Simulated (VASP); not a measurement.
EuMo, 2 atoms in the cell. Symmetry: Pm-3m, No. 221, cubic system. Conventional cell: a = 3.531 Å, b = 3.531 Å, c = 3.531 Å, α = 90.00°, β = 90.00°, γ = 90.00°. Around Eu (site symmetry m-3m) lie 8 Mo at 3.06 Å. Mo (site symmetry m-3m) is surrounded by 8 Eu at 3.06 Å. The cell was built by a generator and needn't be a form met in nature.

```yaml
Program: VASP 6.6.1
Task: single point
Functional: r2SCAN
Potentials_or_basis: VASP PAW PBE potentials, release 64 (Eu, Mo_sv)
Cutoff: 520 eV
k_mesh: 6 × 6 × 6
Occupations: fermi-dirac, width 0.05 eV
Spin: collinear spin, antiferromagnetic start
Starting_moments: "[7.0, -1.0] μB"
Further_INCAR_settings: ALGO = Normal; EDIFF = 1e-06; NBANDS = 26
```

Potentials or basis: VASP PAW PBE potentials, release 64 (Eu, Mo_sv).

Command:

```bash
$ cat potpaw_PBE.64/Eu/POTCAR potpaw_PBE.64/Mo_sv/POTCAR > POTCAR
$ mpirun -np 1 vasp_std > vasp.out
```

Hardware: 1 thread of Intel(R) Xeon(R) Platinum 8259CL CPU @ 2.50GHz (Skylake/Cascade Lake), on a shared host.

Problem. How long does it take, and how much memory?

Solution. Wall time 6.9 min on 1 thread of Intel(R) Xeon(R) Platinum 8259CL CPU @ 2.50GHz (Skylake/Cascade Lake) (shared host), peak memory 0.23 GiB. Counts: scf iterations 37, k points 20.
